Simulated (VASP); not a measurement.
All values below come from PBE GGA, VASP's PBE PAW potentials (set 64) (plane waves; VASP 6.6.1).

A VASP calculation is set up with these files.

### KPOINTS
```
kpoints
0
Gamma
11 11 11
```

File POSCAR:
```
ErSb
1
    0.0000000000     3.4528570000     3.4528570000
    3.4528570000     0.0000000000     3.4528570000
    3.4528570000     3.4528570000     0.0000000000
Sb Er
1 1
Direct
  0.2500000000   0.2500000000   0.2500000000
  0.0000000000   0.0000000000   0.0000000000
```

### INCAR
```
LWAVE  =  .FALSE.
LCHARG  =  .FALSE.
ISIF  =  2   # forces and stress, cell fixed
SYSTEM  =  ErSb
LMAXMIX  =  6   # l cut-off of mixed one-centre charges
LREAL  =  .FALSE.
EDIFF  =  1E-6   # SCF stop (eV)
GGA  =  PE   # PBE
ISMEAR  =  1   # Methfessel-Paxton
LASPH  =  .TRUE.   # aspherical one-centre terms
ALGO  =  Normal
NELM  =  100   # most electronic steps
SIGMA  =  0.1   # width (eV)
PREC  =  Accurate
ENCUT  =  400   # plane-wave cut-off (eV)
```

POTCAR, in this order: Sb Er_3 (PBE.64 set). Program: vasp_std.

Question: What will the output report for the number of irreducible k-points (NKPTS), number of bands (NBANDS), largest plane-wave count, number of space-group operations, FFT grid (NGX, NGY, NGZ)?

Answer: 
```yaml
number of irreducible k-points (NKPTS): 56
number of bands (NBANDS): 11
largest_plane_wave_count: 1510
number_of_space_group_operations: 24
FFT grid (NGX, NGY, NGZ): 32 × 32 × 32
```

The structure was generated: ErSb was put into the zincblende type (F-43m), which need not be its known phase. The cell was not relaxed at this level. The run is one of a series of settings (KPOINTS 11×11×11 Γ-centred mesh against the base run), some of them coarse on purpose. The 4f electrons are frozen in the core of the lanthanide potential, so 4f levels, which can set the real gap, and their magnetism are missing.
